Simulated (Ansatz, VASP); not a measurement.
# Bi2Te3 (Tellurobismuthite): VASP beside Ansatz

Aim: how closely do two programs agree when they are given the same cell, functional and k mesh?

Method: plane waves, with VASP 6.6.1 beside it; single point at PBE, in Ansatz 0.2.0.

### Step 1. Starting point

Symmetry: R-3m, No. 166, trigonal system. The conventional cell has a = 4.386 Å, b = 4.386 Å, c = 30.497 Å, α = 90.00°, β = 90.00°, γ = 120.00°. Bi has 6 Te at 3.07 to 3.25 Å nearest. Nearest to Te lie 6 Bi at 3.25 Å. Te has 3 Bi at 3.07 Å nearest. Farther neighbours and most contacts between anions are not listed.

Structure file:

```cif
data_structure
_symmetry_space_group_name_H-M 'R-3m:H'
_symmetry_Int_Tables_number 166
_cell_length_a 4.3860
_cell_length_b 4.3860
_cell_length_c 30.4970
_cell_angle_alpha 90.000
_cell_angle_beta 90.000
_cell_angle_gamma 120.000
_cell_volume 508.07
loop_
_atom_site_label
_atom_site_type_symbol
_atom_site_symmetry_multiplicity
_atom_site_Wyckoff_symbol
_atom_site_fract_x
_atom_site_fract_y
_atom_site_fract_z
_atom_site_occupancy
Bi1 Bi 6 c 0.66667 0.33333 0.73333 1
Te1 Te 3 a 0.00000 0.00000 0.00000 1
Te2 Te 6 c 0.33333 0.66667 0.87617 1
```

### Step 2. Ansatz: single point, PBE

Ansatz runs on its default PAW (the set named soft_2) files.

With cell and atoms fixed, the geometry can't cause a difference; cores, projectors, grids and the points listed under the comparison can.

input.yaml

```yaml
crystal:
  lattice:
    - [2.193, 1.2661291403, 10.1656666667]
    - [-2.193, 1.2661291403, 10.1656666667]
    - [0.0, -2.5322582807, 10.1656666667]
  atoms:
    - { symbol: Bi, position: [0.4, 0.4, 0.4] }
    - { symbol: Bi, position: [0.6, 0.6, 0.6] }
    - { symbol: Te, position: [0.0, 0.0, 0.0] }
    - { symbol: Te, position: [0.2095, 0.2095, 0.2095] }
    - { symbol: Te, position: [0.7905, 0.7905, 0.7905] }
hamiltonian:
  xc: pbe
  pseudopotentials: { kind: paw }
kpoints:
  mp_grid: { grid: [4, 4, 4] }
scf:
  occupations: { method: gaussian, width: 0.01 }
  n_extra_bands: 5
output:
  forces: true
  stress: true
  eigenvalues: true
```

The run is started by

```bash
$ ansatz run input.yaml --threads 2 --pin off --max-ram 4608MiB --backend cpu --events-out ev --progress --plain --runs-dir out
```

Numbers of over 12 decimals in the logs are rounded to 6 here.

Output:

```text
basis.fft_grid_basis auto: the FFT boxes are laid along the combinations [[1, 0, -1], [0, 1, -1], [0, 0, 1]] of the cell's own vectors, 4.386, 4.386 and 10.476 Å long. The dense box has 30×30×72 points. Along the cell's own vectors, as sized, it would have 72×72×72, 5.76 times as many. Of the 12 symmetry operations that the crystal satisfies within crystal.symmetry.tolerance (time reversal apart; of a slab, those tha [...]
scf.n_extra_bands = 5 over 39 filled bands (N_el = 78.0): the run solves 44 bands
Engine: ansatz 0.2.0, aarch64-unknown-linux-gnu
Pseudopotentials: kind: paw
Pseudopotential: Bi, paw, valence charge 15, recommended cutoff 420 eV (normal), Bi.paw.azcp
Pseudopotential: Te, paw, valence charge 16, recommended cutoff 420 eV (normal), Te.paw.azcp
Functional definition: PBE
  parameter kappa = 0.804
  parameter beta = 0.066725
  exchange = pbe_x(kappa = kappa, mu = beta*pi^2/3)
  correlation = pbe_c(beta = beta)
Crystal: 5 atoms, lattice volume = 169.357 Å³
Basis set: ecut = 420 eV, 3345 PW (Γ), FFT grids on a1−a3, a2−a3, a3, exchange–correlation on 60×60×144 points (8 copies of the dense FFT grid, shifted against one another)
Bands: 44, of which v1, the nominal top of the filled ones, is band 39 counted from 1 (38 counted from 0)
Symmetry: 12 space group operations
Space group: R-3m (ITA 166), of the structure as read, at distance tolerance 5.5e-5 Å
k-points: 13 of 64
Non-local potential: Bi, projectors of the file, l = 0: 2, l = 1: 2, l = 2: 2, l = 3: 2
Non-local potential: Te, projectors of the file, l = 0: 2, l = 1: 2, l = 2: 2, l = 3: 2
PAW form: soft (Blöchl's): semilocal exchange-correlation on the pseudo side does not see the compensation charge
PAW one-centre angular grid: Bi, 590 points (default); XC on 64 Gauss nodes
PAW one-centre angular grid: Te, 590 points (default); XC on 64 Gauss nodes
Initial density: superposition of atomic densities (neutral atoms: chi_scale 0, normalization atom), corrected by the library's trained network
Initial wavefunctions: pseudopotential atomic-orbital guess
Functional: x = pbe(κ = 0.804, μ = 0.219515), c = pbe(β = 0.066725)
SCF iter   1: F=—  HF=-45734.114117 eV  |F-HF|=—  |Δ(HF+E_count)|=         —  Δρ=1.02e-3  dr2=2.75e-3  ethr=1.77e-3  ⟨swp⟩=8.4  Hψ=2340  notcnv=0
preconditioner: auto → Resta (q_TF=auto, 2.398 Å⁻¹)  ε∞=5.0  [insulator: Δε(μ)=0.295 eV  Ē_g=7.579 eV  σ=0.010 eV  W_gap=1.00  n_scr=42 (ndim 8)  ℏωp=15.1 eV  f_vac=0.015  D(μ)=0.00/eV (n_scr^D=0)  ε∞_Penn≈5.0]
SCF iter   2: F=—  HF=-45734.110719 eV  |F-HF|=—  |Δ(HF+E_count)|=   3.40e-3  Δρ=5.34e-4  dr2=5.46e-4  ethr=3.53e-6  ⟨swp⟩=3.0  Hψ=1306  notcnv=0  defer=13
SCF iter   3: F=—  HF=-45734.110888 eV  |F-HF|=—  |Δ(HF+E_count)|=   1.69e-4  Δρ=2.15e-4  dr2=8.00e-5  ethr=7.00e-7  ⟨swp⟩=2.0  Hψ=919  notcnv=0  defer=13
SCF iter   4: F=—  HF=-45734.110982 eV  |F-HF|=—  |Δ(HF+E_count)|=   9.40e-5  Δρ=7.68e-5  dr2=1.11e-5  ethr=1.03e-7  ⟨swp⟩=2.0  Hψ=741  notcnv=0  defer=13
SCF iter   5: F=—  HF=-45734.110988 eV  |F-HF|=—  |Δ(HF+E_count)|=   5.61e-6  Δρ=2.64e-5  dr2=4.46e-6  ethr=1.43e-8  ⟨swp⟩=2.0  Hψ=871  notcnv=0  defer=13
SCF iter   6: F=—  HF=-45734.110988 eV  |F-HF|=—  |Δ(HF+E_count)|=   1.12e-8  Δρ=9.05e-6  dr2=1.96e-7  ethr=5.71e-9  ⟨swp⟩=2.0  Hψ=650  notcnv=0  defer=13
SCF iter   7: F=-45734.110988 eV  HF=-45734.110988 eV  |F-HF|=1.31e-9  |Δ(HF+E_count)|=   2.14e-7  Δρ=2.72e-6  dr2=1.45e-8  ethr=1.28e-10  ⟨swp⟩=9.8  Hψ=2413  notcnv=0
SCF 1 converged in 7 iterations: F = -45734.110988 eV  dr2 = 1.45e-8
  greatest PAW one-centre occupation: 0.998 electrons in one spin orbital (limit 2), on the Te atom at site 4 (counted from 0), in its partial waves of l = 2
SCF converged after 7 iterations
Free energy (F): -45734.110988 eV
Harris-Foulkes:  -45734.110988 eV  (|F-HF|=1.31e-9)
Internal energy: -45734.110988 eV  (E = F + TS)
E sigma→0 (E₀):  -45734.110988 eV
Fermi energy:    9.463406 eV
--- Per-component energies (eV) ---
  E_band       = -991.295255
  E_kinetic    = 1144.303761
  E_local      = -6864.172737  (includes V_loc(G=0)·N_el)
  E_nonlocal   = 191.573299
  E_hartree    = 3425.134477
  E_xc         = -676.467693
  E_vxc        = -601.884001  (∫ρ·V_xc dr)
  E_paw        = -35312.456962  (= ΣΔE_a)
  E_vpaw       = -1711.382724  (= ΣTr[D̂ρ^β])
  E_aug_tail   = -0.001460  (compensation charges beyond the density's cutoff)
  E_ewald      = -7642.023672
  E_smearing   = -0.000000  (= −TS)
  E_closure    = -0.000000  (closes the sum)
  Σ components = -45734.110988   (vs F -45734.110988, Δ=0.00e0)
--- Forces (eV/Å), atoms counted from 1 ---
  atom   1  Bi     0.00000000    -0.00000000     0.01119159
  atom   2  Bi     0.00000000     0.00000000    -0.01119159
  atom   3  Te    -0.00000000     0.00000000     0.00000000
  atom   4  Te     0.00000000    -0.00000000     0.06397244
  atom   5  Te     0.00000000     0.00000000    -0.06397244
  max |Σ_I F_I| component: 1.39e-17 eV/Å
--- Stress (GPa, compression-positive) ---
        1.962624       0.000000      -0.000000
        0.000000       1.962624       0.000000
       -0.000000       0.000000       1.660544
  P = ⅓ Tr σ = 1.8619 GPa (18.619 kbar)
--- Band table (eV; the first three rows and the last of 13) ---
  k-point 0: bands = [... 35 lower, 7.6071, 8.4498, 8.4498, 9.3148, 9.6120, 9.9675, 9.9675, 11.2870, ... 1 higher]
  k-point 1: bands = [... 35 lower, 7.2935, 8.3348, 8.4376, 8.7001, 10.3347, 10.7445, 10.7788, 11.8306, ... 1 higher]
  k-point 2: bands = [... 35 lower, 6.4065, 6.9024, 8.4003, 8.8063, 9.8946, 10.3731, 12.0634, 12.1010, ... 1 higher]
  k-point 12: bands = [... 35 lower, 7.9025, 8.1598, 8.1598, 8.8749, 10.1603, 10.4495, 10.4495, 10.9607, ... 1 higher]
```

The job ended after 6 s (2 threads of Arm Neoverse N1, shared host; peak memory 0.45 GiB).

The run ends at a pressure of 1.86 GPa, with forces up to 0.064 eV/Å.

### Step 3. VASP: single point, PBE

The same cell, functional, mesh and smearing now go to VASP, with its own data sets and cutoff.

Lines of VASP's logs that name or quote its potential files are left out, and so is its time.

INCAR

```
SYSTEM = Bi2Te3
PREC = Accurate
ENCUT = 400
EDIFF = 1E-08
NELM = 100
ISMEAR = 0
SIGMA = 0.01
LREAL = .FALSE.
ALGO = Normal
GGA = PE
NBANDS = 73
LORBIT = 11
LWAVE = .TRUE.
LCHARG = .FALSE.
KPAR = 8
```

POSCAR

```
Bi2Te3
1.0
    2.1930000000      1.2661291403     10.1656666667
   -2.1930000000      1.2661291403     10.1656666667
    0.0000000000     -2.5322582807     10.1656666667
Bi Te
2 3
Direct
    0.4000000000      0.4000000000      0.4000000000
    0.6000000000      0.6000000000      0.6000000000
    0.0000000000      0.0000000000      0.0000000000
    0.2095000000      0.2095000000      0.2095000000
    0.7905000000      0.7905000000      0.7905000000
```

KPOINTS

```
Automatic mesh
0
Gamma
4 4 4
0 0 0
```

The projector-augmented-wave data sets are Bi_sv_GW and Te_sv_GW (PBE family, release 64).

The run is started by

```bash
$ mpirun -np 8 vasp_std
```

Output:

```text
[banner, memory and clock lines left out]
running    8 mpi-ranks, on    1 nodes
 distrk:  each k-point on    1 cores,    8 groups
 distr:  one band on    1 cores,    1 groups

 POSCAR found type information on POSCAR BiTe
 POSCAR found :  2 types and       5 ions
|                                                                             |
|           W    W    AA    RRRRR   N    N  II  N    N   GGGG   !!!           |
|           W    W   A  A   R    R  NN   N  II  NN   N  G    G  !!!           |
|           W    W  A    A  R    R  N N  N  II  N N  N  G       !!!           |
|           W WW W  AAAAAA  RRRRR   N  N N  II  N  N N  G  GGG   !            |
|           WW  WW  A    A  R   R   N   NN  II  N   NN  G    G                |
|           W    W  A    A  R    R  N    N  II  N    N   GGGG   !!!           |
|                                                                             |
|     For optimal performance we recommend to set                             |
|       NCORE = 2 up to number-of-cores-per-socket                            |
|     NCORE specifies how many cores store one orbital (NPAR=cpu/NCORE).      |
|     This setting can greatly improve the performance of VASP for DFT.       |
|     The default, NCORE=1 might be grossly inefficient on modern             |
|     multi-core architectures or massively parallel machines. Do your        |
|     Unfortunately you need to use the default for GW and RPA                |
|     calculations (for HF NCORE is supported but not extensively tested      |
|     yet).                                                                   |
|                                                                             |

 LDA part: xc-table for (Slater+PW92), standard interpolation
 POSCAR, INCAR and KPOINTS ok, starting setup
 FFT: planning ... GRIDC
 FFT: planning ... GRID_SOFT
 FFT: planning ... GRID
 WAVECAR not read
 entering main loop
       N       E                     dE             d eps       ncg     rms          rms(c)
DAV:   1     0.309076766438E+04    0.30908E+04   -0.73803E+04  2993   0.352E+03
DAV:   2     0.721847941775E+03   -0.23689E+04   -0.23111E+04  2117   0.136E+03
DAV:   3     0.591899217719E+02   -0.66266E+03   -0.65007E+03  2773   0.726E+02
DAV:   4    -0.130575768279E+02   -0.72247E+02   -0.71642E+02  2988   0.322E+02
DAV:   5    -0.179868807187E+02   -0.49293E+01   -0.49235E+01  3004   0.935E+01    0.603E+00
DAV:   6    -0.181264397202E+02   -0.13956E+00   -0.49276E+00  3372   0.264E+01    0.395E+00
DAV:   7    -0.181522555586E+02   -0.25816E-01   -0.44306E-01  3428   0.725E+00    0.192E+00
DAV:   8    -0.181600561270E+02   -0.78006E-02   -0.54713E-02  3236   0.309E+00    0.240E-01
DAV:   9    -0.181603431508E+02   -0.28702E-03   -0.71498E-03  3668   0.949E-01    0.942E-02
DAV:  10    -0.181604811664E+02   -0.13802E-03   -0.91309E-04  3020   0.386E-01    0.205E-02
DAV:  11    -0.181604932375E+02   -0.12071E-04   -0.12467E-04  3580   0.117E-01    0.941E-03
DAV:  12    -0.181604989777E+02   -0.57402E-05   -0.24410E-05  3196   0.445E-02    0.347E-03
DAV:  13    -0.181604996741E+02   -0.69640E-06   -0.44207E-06  3484   0.191E-02    0.116E-03
DAV:  14    -0.181604997548E+02   -0.80705E-07   -0.36825E-07  2820   0.781E-03    0.580E-04
DAV:  15    -0.181604998078E+02   -0.53085E-07   -0.58155E-08  2196   0.245E-03    0.164E-04
DAV:  16    -0.181604998297E+02   -0.21806E-07   -0.67463E-09  1324   0.181E-03    0.637E-05
DAV:  17    -0.181604998433E+02   -0.13686E-07   -0.50816E-09  1300   0.104E-03    0.292E-05
DAV:  18    -0.181604998469E+02   -0.35870E-08   -0.26425E-09  1300   0.104E-03
   1 F= -.18160500E+02 E0= -.18160500E+02  d E =-.542856E-17
 writing wavefunctions
```

Parts of OUTCAR (step 3):

```text
ion  position               nearest neighbor table
   1  0.400  0.400  0.400-
   2  0.600  0.600  0.600-
   3  0.000  0.000  0.000-
   4  0.209  0.209  0.209-
   5  0.791  0.791  0.791-

  LATTYP: Found a trigonal (rhomboedric) cell.
 ALAT       =    10.4763118882
 COS(alpha) =     0.9123624111

 Subroutine GETGRP returns: Found 12 space group operations
 (whereof 12 operations were pure point group operations)

The static configuration has the point symmetry D_3d.

 Found     13 irreducible k-points:

   k-points           NKPTS =     13   k-points in BZ     NKDIM =     13   number of bands    NBANDS=     73

   dimension x,y,z NGX =    70 NGY =   70 NGZ =   70
   dimension x,y,z NGXF=   140 NGYF=  140 NGZF=  140

   ENCUT  =  400.0 eV  29.40 Ry    5.42 a.u.  17.08 17.08 17.08*2*pi/ulx,y,z

   NELECT =     118.0000    total number of electrons

 k-points in reciprocal lattice and weights: Automatic mesh
   0.00000000  0.00000000  0.00000000       0.016
   0.25000000  0.00000000  0.00000000       0.094
   0.50000000  0.00000000  0.00000000       0.047
   0.25000000  0.25000000  0.00000000       0.094
   0.50000000  0.25000000  0.00000000       0.188
  -0.25000000  0.25000000  0.00000000       0.094
   0.50000000  0.50000000  0.00000000       0.047
   0.25000000  0.25000000  0.25000000       0.031
   0.50000000  0.25000000  0.25000000       0.094
  -0.25000000  0.25000000  0.25000000       0.094
   0.50000000  0.50000000  0.25000000       0.094
  -0.25000000  0.50000000  0.25000000       0.094
   0.50000000  0.50000000  0.50000000       0.016

 average (electrostatic) potential at core
       1-102.5425       2-102.5425       3-167.7858       4-167.9682       5-167.9682

 E-fermi :   5.7683

 k-point     1 :       0.0000    0.0000    0.0000
  band No.  band energies     occupation
    ...
     55       4.0096      2.00000
     56       4.0096      2.00000
     57       4.8517      2.00000
     58       4.8517      2.00000
     59       5.7131      2.00000
     60       6.0102      0.00000
     61       6.3695      0.00000
     62       6.3695      0.00000
     63       7.6903      0.00000
     64       7.8305      0.00000
    ...

 k-point     2 :       0.2500    0.0000    0.0000
  band No.  band energies     occupation
    ...
     55       3.4973      2.00000
     56       3.6919      2.00000
     57       4.7366      2.00000
     58       4.8379      2.00000
     59       5.0983      2.00000
     60       6.7356      0.00000
     61       7.1455      0.00000
     62       7.1819      0.00000
     63       8.2324      0.00000
     64       8.2514      0.00000
    ...

 k-point     3 :       0.5000    0.0000    0.0000
  band No.  band energies     occupation
    ...
     55       2.5700      2.00000
     56       2.8088      2.00000
     57       3.3027      2.00000
     58       4.8021      2.00000
     59       5.2054      2.00000
     60       6.2941      0.00000
     61       6.7748      0.00000
     62       8.4645      0.00000
     63       8.5038      0.00000
     64       9.0576      0.00000
    ...

  Total       -0.3261666     -0.3261666     -0.6616470      0.0000000      0.0000000      0.0000000
  in kB       -3.0856479     -3.0856479     -6.2594070      0.0000000      0.0000000      0.0000000
  external PRESSURE =      -4.1435676 kB  Pullay stress =       0.0000000 kB

  energy-cutoff  :      400.00
  volume of cell :      169.36
      direct lattice vectors                 reciprocal lattice vectors
     2.193000000  1.266129140 10.165666667     0.227998176  0.131634808  0.032790111
    -2.193000000  1.266129140 10.165666667    -0.227998176  0.131634808  0.032790111
     0.000000000 -2.532258281 10.165666667     0.000000000 -0.263269617  0.032790111

 POSITION                                       TOTAL-FORCE (eV/Angst)
 -----------------------------------------------------------------------------------
      0.00000     -0.00000     12.19880         0.000000     -0.000000      0.009923
      0.00000     -0.00000     18.29820         0.000000      0.000000     -0.009923
      0.00000      0.00000      0.00000         0.000000     -0.000000     -0.000000
      0.00000     -0.00000      6.38912         0.000000     -0.000000      0.059676
      0.00000     -0.00000     24.10788         0.000000      0.000000     -0.059676
 -----------------------------------------------------------------------------------
    total drift:                                0.000000      0.000000      0.000000

  FREE ENERGIE OF THE ION-ELECTRON SYSTEM (eV)
  ---------------------------------------------------
  free  energy   TOTEN  =       -18.1604998469 eV

  energy  without entropy=      -18.1604998469  energy(sigma->0) =      -18.16049985

 total charge
# of ion       s       p       d       f       tot
--------------------------------------------------
    1        3.348   6.781   9.790   0.008  19.928
    2        3.348   6.781   9.790   0.008  19.928
    3        3.102   7.359   9.894   0.001  20.356
    4        3.125   7.318   9.895   0.001  20.340
    5        3.125   7.318   9.895   0.001  20.340
--------------------------------------------------
tot         16.049  35.558  49.265   0.020 100.892

[... 3 further parts left out ...]
```

The run ends at a pressure of -0.41 GPa, with forces up to 0.060 eV/Å.

### Step 4. Comparison

Known differences besides the potentials themselves: the data sets hold 78 valence electrons in Ansatz (default PAW (the set named soft_2) files) and 118 in VASP; the cutoff is 420 eV in Ansatz and 400 eV in VASP; VASP leaves aspherical gradient terms in its spheres out (LASPH is not set), Ansatz keeps them. Total energies have different zeros and are not compared.

Compared:

```
              quantity  Ansatz   VASP  difference
gap on the k mesh (eV)   0.297  0.297       0.000
```

Forces (eV/Å; atoms numbered as in POSCAR):

```
atom        Ansatz x, y, z          VASP x, y, z
 Bi1   0.000, 0.000, 0.011   0.000, 0.000, 0.010
 Bi2  0.000, 0.000, -0.011  0.000, 0.000, -0.010
 Te3   0.000, 0.000, 0.000   0.000, 0.000, 0.000
 Te4   0.000, 0.000, 0.064   0.000, 0.000, 0.060
 Te5  0.000, 0.000, -0.064  0.000, 0.000, -0.060
```

The forces differ by 1.6 meV/Å r.m.s., which is 7.4 % of the r.m.s. force of 0.02 eV/Å (both taken over all components). Not compared: the pressure (VASP's GW data sets at this cutoff don't carry it). A gap on the mesh is an upper bound, since the band edges may lie between its points; neither run holds spin-orbit coupling, which can move the band edges of a compound of Bi.

### Step 5. Other set-ups

Further runs change the set-up of one program: Ansatz's method, potentials or start, or VASP's data sets, cutoff or form of LDA. The table gives Ansatz less VASP for each quantity, since a change that brings one quantity closer may part another.

```
                                        run  r.m.s. force difference (meV/Å)  gap on the k mesh (eV)
                                   as above                              1.6                  4.0e-5
          Ansatz's all-electron LAPW method                              1.2                  2.0e-5
    Ansatz's larger PAW set (cutoff 600 eV)                             0.52                  0.0022
norm-conserving potentials (cutoff 1120 eV)                              0.6                  0.0042
```

### Step 6. Results

```yaml
difference_in_gap_on_the_k_mesh_single_point_pbe: 4.0e-5 eV
```

In words: The difference in gap on the k mesh is 4.0e-5 eV (single point, PBE), within the 0.08 eV picked in this series as the mark of a large difference. Single point, PBE, Ansatz's all-electron LAPW method: r.m.s. force difference goes from 1.6 to 1.2 meV/Å; the difference in gap on the k mesh goes from 4.0e-5 to 2.0e-5 eV. Single point, PBE, Ansatz's larger PAW set (cutoff 600 eV): r.m.s. force difference goes from 1.6 to 0.52 meV/Å; the difference in gap on the k mesh goes from 4.0e-5 to 0.0022 eV. Single point, PBE, norm-conserving potentials (cutoff 1120 eV): r.m.s. force difference goes from 1.6 to 0.6 meV/Å; the difference in gap on the k mesh goes from 4.0e-5 to 0.0042 eV. Such differences can come from data sets, numerical settings and the points named under the comparisons, not from the functional's error against experiment.

[Lines on the potential files, build, host, timing and source positions are cut from VASP's logs without a mark.]

[Logs are printed without paths, hosts, clocks, repeated set-up lines and the standing remarks that a program may print on its own settings, such as how far it seeks lower states.]

[Hosts, paths, dates, database ids (printed as entryN), source tags and the programs' standing remarks are cut or masked in the printed files.]
